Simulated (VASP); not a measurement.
Data:

```yaml
crystal:
  lattice:
    - [3.56430, 0.00000, 0.00000]
    - [-1.78215, 3.08678, 0.00000]
    - [0.00000, 0.00000, 18.73973]
  atoms:
    - { symbol: S, position: [0.66667, 0.33333, 0.43288] }
    - { symbol: S, position: [0.33333, 0.66667, 0.56712] }
    - { symbol: Pt, position: [0.00000, 0.00000, 0.50000] }
```

Level of theory: optB88-vdW, VASP's PBE PAW potentials (set 64) (plane waves; VASP 6.6.1). Settings: PREC = Normal, 400 eV cut-off, 12×12×1 Γ-centred mesh, Gaussian smearing of 0.050 eV, potentials S Pt.

Q: Estimate the energy per atom (σ→0).

A: 
The energy per atom (σ→0) is -3.157 eV/atom.

The cell is a sheet with vacuum, built from PtS2 (1T layered).
